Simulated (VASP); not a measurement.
An input for Quantum ESPRESSO's pw.x (written as the equivalent of a VASP run, and not itself run):

```
&CONTROL
  calculation = 'vc-relax'
  pseudo_dir = './pseudo'
  outdir = './out'
  tprnfor = .true.
  tstress = .true.
  nstep = 60
  forc_conv_thr = 0.00078
/
&SYSTEM
  ibrav = 0
  nat = 6
  ntyp = 3
  ecutwfc = 96
  occupations = 'smearing'
  smearing = 'gaussian'
  degauss = 0.003675
  input_dft = 'vdw-df2'
  nspin = 2
  starting_magnetization(1) = 0.5
  starting_magnetization(2) = -0.5
/
&ELECTRONS
  conv_thr = 7.3e-08
  electron_maxstep = 100
/
&IONS
/
&CELL
/
ATOMIC_SPECIES
  Mn1 54.938 Mn.upf
  Mn2 54.938 Mn.upf
  F 18.998 F.upf
CELL_PARAMETERS angstrom
     4.8475730   -0.0000000    0.0000000
     0.0000000    4.8475730    0.0000000
     0.0000000    0.0000000    3.2880592
ATOMIC_POSITIONS crystal
  Mn1  0.0000000  1.0000000  1.0000000
  Mn2  0.5000000  0.5000000  0.5000000
  F    0.3042902  0.3042902  0.0000000
  F    0.8042902  0.1957098  0.5000000
  F    0.1957098  0.8042902  0.5000000
  F    0.6957098  0.6957098  1.0000000
K_POINTS automatic
  4 4 6 0 0 0
```

Question: Translate this input to VASP (INCAR, KPOINTS, POSCAR, choice of POTCAR).

Answer: Several could match; the one computed here: 
File POSCAR:
```
MnF2
1.0
  4.8475729955   0.0000000000   0.0000000000
  0.0000000000   4.8475729955   0.0000000000
  0.0000000000   0.0000000000   3.2880591720
Mn F
2 4
Cart
  0.0000000000   4.8475729955   3.2880591720
  2.4237864978   2.4237864978   1.6440295860
  1.4750691284   1.4750691284   0.0000000000
  3.8988556262   0.9487173693   1.6440295860
  0.9487173693   3.8988556262   1.6440295860
  3.3725038671   3.3725038671   3.2880591720
```

File KPOINTS:
```
Automatic mesh
0
G
  4 4 6
```

INCAR:
```
SYSTEM = MnF2
PREC = Accurate
ENCUT = 520
EDIFF = 1E-6
NELM = 100
ALGO = Normal
LREAL = .FALSE.
LASPH = .TRUE.
ISMEAR = 0
SIGMA = 0.05
GGA = ML
ZAB_VDW = -1.8867
LUSE_VDW = .TRUE.
AGGAC = 0.0
LMAXMIX = 4
ISPIN = 2
MAGMOM = 5.0 -5.0 0.0 0.0 0.0 0.0
LORBIT = 10
LWAVE = .FALSE.
LCHARG = .FALSE.
IBRION = 2
ISIF = 3
NSW = 60
EDIFFG = -0.02
```

POTCAR, in this order: Mn_pv F (PBE.64 set). Program: vasp_std.

The two are equivalent in intent, not identical: the potentials are each code's own (VASP's PAW set, PseudoDojo norm-conserving files in pw.x), so ENCUT and ecutwfc are chosen apart and not converted; conv_thr bounds pw.x's estimated SCF error, while EDIFF bounds the energy change between steps; starting_magnetization is a fraction of the valence charge and MAGMOM a moment in μB, so they match only roughly; forc_conv_thr acts on force components and is met together with etot_conv_thr.

The compound is MnF2 in the rutile structure. This run relaxes it. Symmetry was kept, so distortions that lower it aren't found. The start is the result of an earlier pass.
